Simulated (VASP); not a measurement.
# How k-mesh and smearing change a VASP run on LaSi3Ir, part 4 of 4

Aim: find what the k-mesh and smearing change for LaSi3Ir, and what they cost. The series runs use r2SCAN. The start is a cell from a database of measured crystal structures.

VASP 6.6.1; r2SCAN; plane waves and PAW (La, Si, Ir).

So far. Step 19 (Smearing: ISMEAR = 1, SIGMA = 0.5): Against the run before the energy at zero width moves by +0.50 meV an atom and the pressure by +0.05 GPa, after 21 cycles in 68 s. The entropy term T·S comes to 0.58 meV an atom in size.

## (20) Smearing: ISMEAR = -5

Input file INCAR:

```
SYSTEM = LaSi3Ir
PREC = Accurate
ENCUT = 400
EDIFF = 1E-06
NELM = 100
ISMEAR = -5
SIGMA = 0.05
LREAL = .FALSE.
ALGO = Normal
METAGGA = R2SCAN
LASPH = .TRUE.
NBANDS = 22
LORBIT = 11
LWAVE = .FALSE.
LCHARG = .FALSE.
KPAR = 4
ISIF = 2
```

Input file POSCAR:

```
LaSi3Ir
1.0
    0.0000000000     -4.2780000000      0.0000000000
   -4.2780000000      0.0000000000      0.0000000000
    2.1390000000     -2.1390000000     -4.9150000000
La Si Ir
1 3 1
Direct
    0.0000000000      0.0000000000      0.0000000000
    0.7615000000      0.7385000000      0.4770000000
    0.2615000000      0.2385000000      0.4770000000
    0.4112000000      0.5888000000      0.1776000000
    0.6553000000      0.3447000000      0.6894000000
```

Input file KPOINTS:

```
Automatic mesh
0
Gamma
7 7 7
0 0 0
```

PAW data sets: La, Si and Ir (PBE family, release 64).

The run is started by

```sh
mpirun -np 4 vasp_std
```

Output:

```text
[... set-up lines as in an earlier step ...]
 entering main loop
       N       E                     dE             d eps       ncg     rms          rms(c)
DAV:   1     0.139546143799E+03    0.13955E+03   -0.10519E+04  1776   0.150E+03
DAV:   2    -0.720204342381E+02   -0.21157E+03   -0.19000E+03  2086   0.293E+02
DAV:   3    -0.117287545882E+03   -0.45267E+02   -0.42496E+02  2544   0.122E+02
DAV:   4    -0.120357518534E+03   -0.30700E+01   -0.28783E+01  3212   0.356E+01
[...]
DAV:  13    -0.112931899872E+03   -0.19554E-04   -0.78758E-05  3264   0.698E-02    0.216E-02
DAV:  14    -0.112931942734E+03   -0.42862E-04   -0.47277E-05  3280   0.622E-02    0.673E-03
DAV:  15    -0.112931942554E+03    0.17967E-06   -0.62631E-06  2640   0.252E-02
   1 F= -.11293194E+03 E0= -.11293194E+03  d E =0.000000E+00
 -----------------------------------------------------------------------------
|                                                                             |
|           W    W    AA    RRRRR   N    N  II  N    N   GGGG   !!!           |
|           W    W   A  A   R    R  NN   N  II  NN   N  G    G  !!!           |
|           W    W  A    A  R    R  N N  N  II  N N  N  G       !!!           |
|           W WW W  AAAAAA  RRRRR   N  N N  II  N  N N  G  GGG   !            |
|           WW  WW  A    A  R   R   N   NN  II  N   NN  G    G                |
|           W    W  A    A  R    R  N    N  II  N    N   GGGG   !!!           |
|                                                                             |
|     Tetrahedron method does not include variations of the Fermi             |
|     occupations, so forces and stress will be inaccurate. We suggest        |
|     using a different smearing scheme ISMEAR = 1 or 2 for metals in         |
|     relaxations.                                                            |
|                                                                             |
 -----------------------------------------------------------------------------
```

It took 49 s on 4 MPI ranks of Intel Xeon Platinum 8488C (Sapphire Rapids), shared host; peak memory 0.88 GiB; 3 min of CPU time.

Parts of OUTCAR (step 20):

```text
  Total        0.7957730      0.7957730      0.6910018      0.0000000      0.0000000      0.0000000
  in kB       14.1740736     14.1740736     12.3079197      0.0000000      0.0000000      0.0000000
  external PRESSURE =      13.5520223 kB  Pullay stress =       0.0000000 kB

 POSITION                                       TOTAL-FORCE (eV/Angst)
 -----------------------------------------------------------------------------------
      0.00000      0.00000      0.00000         0.000000     -0.000000     -0.141067
     -2.13900     -4.27800     -2.34445         0.000000     -0.000000      0.161764
     -0.00000     -2.13900     -2.34445         0.000000     -0.000000      0.161764
     -2.13900     -2.13900     -0.87290        -0.000000      0.000000      0.147557
     -0.00000     -4.27800     -3.38840        -0.000000      0.000000     -0.330017
 -----------------------------------------------------------------------------------
    total drift:                               -0.000472      0.000472     -0.001568

  FREE ENERGIE OF THE ION-ELECTRON SYSTEM (eV)
  ---------------------------------------------------
  free  energy   TOTEN  =      -112.9319425544 eV

  energy  without entropy=     -112.9319425544  energy(sigma->0) =     -112.93194255

[... 2 parts as in an earlier step ...]

[... 1 further part left out ...]
[key lines of the parts left out:]
E-fermi :   9.5831
```

With tetrahedra the forces and stress of a metal are not exact derivatives of the energy.

Against the first of the series the energy at zero width moves by +0.19 meV an atom and the pressure by +0.05 GPa, after 15 cycles in 49 s.

## (21) The smearing series as a table

This step: convergence of r2SCAN results with the smearing; plane waves and PAW (VASP 6.6.1).

No new run; the numbers come from the runs before.

One cell and one 7×7×7 mesh. Free energy against width, by row:

```tsv
Fermi-Dirac width σ (eV)	free energy less that at the narrowest width (meV/atom)
0.01	0
0.05	-0.99
0.1	-4.46
0.2	-19.1
0.5	-134.8
```

Differences are taken from the run with ISMEAR = -1, SIGMA = 0.01. Results of the series, by row:

```tsv
setting	status	energy less the reference (meV/atom)	pressure (GPa)	largest force difference (meV/Å)	SCF cycles	wall time (s)
ISMEAR = -1, SIGMA = 0.01	converged	0	1.301	0	30	81
ISMEAR = -1, SIGMA = 0.05	converged	0.1243	1.301	18.41	20	55
ISMEAR = -1, SIGMA = 0.1	converged	0.2028	1.376	36.63	21	57
ISMEAR = -1, SIGMA = 0.2	converged	0.8215	1.432	73.97	19	53
ISMEAR = -1, SIGMA = 0.5	converged	15.97	2.411	199.1	21	55
ISMEAR = 1, SIGMA = 0.01	converged	0.01029	1.307	0.468	27	74
ISMEAR = 1, SIGMA = 0.05	converged	0.008342	1.308	5.727	25	68
ISMEAR = 1, SIGMA = 0.1	converged	0.08469	1.272	7.931	21	63
ISMEAR = 1, SIGMA = 0.2	converged	0.1669	1.291	24.45	20	65
ISMEAR = 1, SIGMA = 0.5	converged	0.6644	1.341	46.32	21	68
ISMEAR = -5	converged	0.1939	1.355	62.95	15	49
```

## (22) Results

| Item | Value |
| --- | --- |
| k-mesh from which the energy stays within 10 meV/atom of the reference | 5 5 5 |
| k-mesh from which the energy stays within 1 meV/atom of the reference | 5 5 5 |
| k-mesh from which the pressure stays within 0.2 GPa of the reference | 4 4 4 |
| spread of the pressure over the k-mesh | 1.28 GPa |
| spread of the energy over the k-mesh | 60.9 meV/atom |
| spread of the pressure over the smearing | 1.14 GPa |
| spread of the energy over the smearing | 16.0 meV/atom |

From 5 5 5 on, the energy stays within 1 meV an atom of the reference, at 20 % of its time. The pressure holds within 0.2 GPa from 4 4 4 on. The energy swings above and below the reference, since the sum over k-points is not variational. A metal's Fermi surface slows this convergence. The usual rule keeps the entropy term T·S under 1 meV an atom, which holds up to a width of 0.01 eV for Fermi-Dirac and 0.5 eV for first-order Methfessel-Paxton. That rule is made for Methfessel-Paxton; with the other schemes the zero-width estimate is the energy to use. Farthest in energy from the narrowest smearing lies ISMEAR = -1, SIGMA = 0.5 (+16.0 meV an atom, +1.11 GPa, 199.1 meV/Å in forces). On a fixed mesh a narrow width is not the exact answer for a metal: it samples the Fermi surface more noisily. Differences are taken from the run with 11 11 11, which is itself not the exact limit. The runs at 2 2 2; 3 3 3 are over 30 meV an atom or 2 GPa off and describe the material poorly.

[Lines on the potential files, build, host, timing and source positions are cut from VASP's logs without a mark.]

[Logs are printed without paths, hosts, clocks, repeated set-up lines and the standing remarks that a program may print on its own settings, such as how far it seeks lower states.]

[Hosts, paths, dates, database ids (printed as entryN), source tags and the programs' standing remarks are cut or masked in the printed files.]

[A measured line is paired with the nearest computed mode of its activity, which favours agreement.]
